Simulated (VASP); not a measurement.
Here is the system:

```yaml
crystal:
  lattice:
    - [1.61861, -2.80352, 0.00000]
    - [1.61861, 2.80352, 0.00000]
    - [0.00000, 0.00000, 5.26872]
  atoms:
    - { symbol: Ga, position: [0.66667, 0.33333, 0.50003] }
    - { symbol: Ga, position: [0.33333, 0.66667, 0.00003] }
    - { symbol: N, position: [0.66667, 0.33333, 0.87697] }
    - { symbol: N, position: [0.33333, 0.66667, 0.37697] }
```

Method: revPBE GGA, VASP's PBE PAW potentials (set 64) (plane waves; VASP). Settings: 520 eV cut-off, Gaussian smearing of 0.050 eV, potentials Ga_d N.

Task: Give the energies of bands 13 to 21 at the high-symmetry points, in eV from the valence-band maximum.

Result: 
```csv
band,Γ,M,K,A,L,H
13,-6.72,-6.20,-5.18,-3.75,-6.33,-5.93
14,-0.98,-5.11,-5.18,-3.75,-6.33,-5.93
15,-0.98,-3.98,-4.96,-0.50,-1.83,-3.93
16,-0.03,-2.58,-2.80,-0.50,-1.83,-3.93
17,0.00,-2.05,-2.80,-0.50,-1.78,-1.38
18,0.00,-0.94,-2.56,-0.50,-1.78,-1.38
19,1.65,4.99,5.26,4.01,4.32,6.18
20,4.01,5.32,7.45,4.01,4.32,6.18
21,9.02,6.01,7.45,8.30,7.53,7.28
```

The gap is direct, 1.65 eV, from the valence maximum at Γ to the conduction minimum at Γ.

Measured: gap 3.68 eV (computed value off by -2.03 eV), as given by Wei Chen et al., Physical Review Materials (2018), doi:10.1103/physrevmaterials.2.073803 [zero-point renormalisation of 0.17 eV added back (the table's ZPR column)].

The compound is GaN in the wurtzite structure. It was relaxed first.
